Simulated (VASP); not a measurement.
Calculation: r2SCAN meta-GGA, VASP's PBE PAW potentials (set 64) (plane waves; VASP 6.6.1).

The input files of a VASP run:

POSCAR:
```
K
1
   -2.6705566402     2.6705566402     2.6705566402
    2.6705566402    -2.6705566402     2.6705566402
    2.6705566402     2.6705566402    -2.6705566402
K
1
Direct
  1.0000000000   1.0000000000   1.0000000000
```

### KPOINTS
```
Automatic mesh
0
Gamma
11 11 11
0 0 0
```

**KPOINTS_OPT**
```
k-points along high-symmetry lines
10
Line-mode
Reciprocal
  0.000000   0.000000   0.000000 ! GAMMA
  0.500000  -0.500000   0.500000 ! H

  0.500000  -0.500000   0.500000 ! H
  0.000000  -0.000000   0.500000 ! N

  0.000000  -0.000000   0.500000 ! N
  0.000000   0.000000   0.000000 ! GAMMA

  0.000000   0.000000   0.000000 ! GAMMA
  0.250000   0.250000   0.250000 ! P

  0.250000   0.250000   0.250000 ! P
  0.500000  -0.500000   0.500000 ! H

  0.250000   0.250000   0.250000 ! P
  0.000000  -0.000000   0.500000 ! N
```

### INCAR
```
SYSTEM = K
PREC = Accurate; ENCUT = 520; LREAL = .FALSE.
LASPH = .TRUE.
EDIFF = 1E-7; NELM = 100; ALGO = Normal
LMIXTAU = .TRUE.
ISMEAR = -5
METAGGA = R2SCAN
ISIF = 2
LWAVE = .FALSE.; LCHARG = .FALSE.; LORBIT = 11
NEDOS = 601
```

POTCAR, in this order: K_sv (PBE.64 set). Program: vasp_std.

Output of the run:

OSZICAR:
```
       N       E                     dE             d eps       ncg     rms          rms(c)
DAV:   1     0.436775484912E+02    0.43678E+02   -0.36850E+03   896   0.872E+02
DAV:   2    -0.627290695536E+01   -0.49950E+02   -0.49682E+02   896   0.226E+02
DAV:   3    -0.832538697576E+01   -0.20525E+01   -0.20501E+01  1480   0.401E+01
DAV:   4    -0.836143697854E+01   -0.36050E-01   -0.36001E-01  1392   0.468E+00
DAV:   5    -0.836204992896E+01   -0.61295E-03   -0.61219E-03  1544   0.351E-01    0.205E+00
DAV:   6    -0.655029113769E+01    0.18118E+01   -0.15106E+00   936   0.119E+01    0.977E-01
DAV:   7    -0.599749364315E+01    0.55280E+00   -0.28001E-01  1136   0.488E+00    0.612E-01
DAV:   8    -0.633199294005E+01   -0.33450E+00   -0.21568E-01   944   0.417E+00    0.351E-01
DAV:   9    -0.589134151872E+01    0.44065E+00   -0.17139E-01   912   0.361E+00    0.513E-02
DAV:  10    -0.602341324150E+01   -0.13207E+00   -0.59659E-02  1008   0.296E+00    0.724E-02
DAV:  11    -0.602363524027E+01   -0.22200E-03   -0.19521E-03  1688   0.281E-01    0.856E-02
DAV:  12    -0.602242885863E+01    0.12064E-02   -0.11026E-03   992   0.561E-01    0.105E-01
DAV:  13    -0.601884045816E+01    0.35884E-02   -0.57380E-03   928   0.119E+00    0.122E-01
DAV:  14    -0.601399159539E+01    0.48489E-02   -0.73927E-03   904   0.127E+00    0.191E-01
DAV:  15    -0.601327388488E+01    0.71771E-03   -0.96400E-04  1440   0.433E-01    0.195E-01
DAV:  16    -0.601343850359E+01   -0.16462E-03   -0.87728E-05  1120   0.142E-01    0.167E-01
DAV:  17    -0.601099744259E+01    0.24411E-02   -0.33382E-03   960   0.499E-01    0.119E-01
DAV:  18    -0.601143196325E+01   -0.43452E-03   -0.15555E-04  1456   0.153E-01    0.118E-01
DAV:  19    -0.601166699682E+01   -0.23503E-03   -0.24105E-04   952   0.212E-01    0.860E-02
DAV:  20    -0.601196260671E+01   -0.29561E-03   -0.11000E-03   960   0.451E-01    0.289E-02
DAV:  21    -0.601185089477E+01    0.11171E-03   -0.23574E-04   928   0.122E-01    0.220E-02
DAV:  22    -0.601204427269E+01   -0.19338E-03   -0.41776E-04   960   0.187E-01    0.131E-02
DAV:  23    -0.601184146317E+01    0.20281E-03   -0.98626E-05   936   0.108E-01    0.102E-02
DAV:  24    -0.601182011860E+01    0.21345E-04   -0.11448E-05  1160   0.328E-02    0.667E-03
DAV:  25    -0.601182576597E+01   -0.56474E-05   -0.13843E-06  1064   0.153E-02    0.461E-03
DAV:  26    -0.601182672217E+01   -0.95619E-06   -0.14135E-06  1176   0.152E-02    0.250E-03
DAV:  27    -0.601182364022E+01    0.30819E-05   -0.18495E-07  1168   0.531E-03    0.199E-03
DAV:  28    -0.601181653434E+01    0.71059E-05   -0.25305E-06   984   0.144E-02    0.126E-03
DAV:  29    -0.601181426157E+01    0.22728E-05   -0.92975E-07  1240   0.988E-03    0.543E-04
DAV:  30    -0.601181389588E+01    0.36570E-06   -0.66570E-07  1056   0.818E-03    0.383E-04
DAV:  31    -0.601181370542E+01    0.19045E-06   -0.59136E-08  1208   0.309E-03    0.296E-04
DAV:  32    -0.601181357023E+01    0.13520E-06   -0.26827E-08  1120   0.161E-03    0.165E-04
DAV:  33    -0.601181346130E+01    0.10893E-06   -0.30240E-09   616   0.728E-04    0.572E-05
DAV:  34    -0.601181344628E+01    0.15014E-07   -0.99462E-10   552   0.411E-04
   1 F= -.60118134E+01 E0= -.60118134E+01  d E =0.000000E+00
       N       E                     dE             ncg
       N       E                     dE             ncg
```

File OUTCAR:
```
------------------------ aborting loop because EDIFF is reached ----------------------------------------
  FORCE on cell =-STRESS in cart. coord.  units (eV):
  Direction    XX          YY          ZZ          XY          YZ          ZX
  --------------------------------------------------------------------------------------
  Total       -0.0036768     -0.0036768     -0.0036768     -0.0000000     -0.0000000      0.0000000
  in kB       -0.0773250     -0.0773250     -0.0773250     -0.0000000     -0.0000000      0.0000000
  external PRESSURE =      -0.0773250 kB  Pullay stress =       0.0000000 kB
  volume of cell :       76.18
      direct lattice vectors                 reciprocal lattice vectors
    -2.670556640  2.670556640  2.670556640     0.000000000  0.187226885  0.187226885
     2.670556640 -2.670556640  2.670556640     0.187226885  0.000000000  0.187226885
     2.670556640  2.670556640 -2.670556640     0.187226885  0.187226885  0.000000000
 POSITION                                       TOTAL-FORCE (eV/Angst)
 -----------------------------------------------------------------------------------
      0.00000      0.00000      0.00000         0.000000      0.000000     -0.000000
 -----------------------------------------------------------------------------------
    total drift:                               -0.000000     -0.000000      0.000000
  FREE ENERGIE OF THE ION-ELECTRON SYSTEM (eV)
  ---------------------------------------------------
  free  energy   TOTEN  =        -6.0118134463 eV

  energy  without entropy=       -6.0118134463  energy(sigma->0) =       -6.01181345

 total charge

# of ion       s       p       d       tot
------------------------------------------
    1        1.977   5.662   0.004   7.643
```
(Selected blocks of OUTCAR.)

For a metal the tetrahedron method with Blöchl corrections gives inexact stress and forces.

The compound is K in the bcc structure. It was relaxed first.
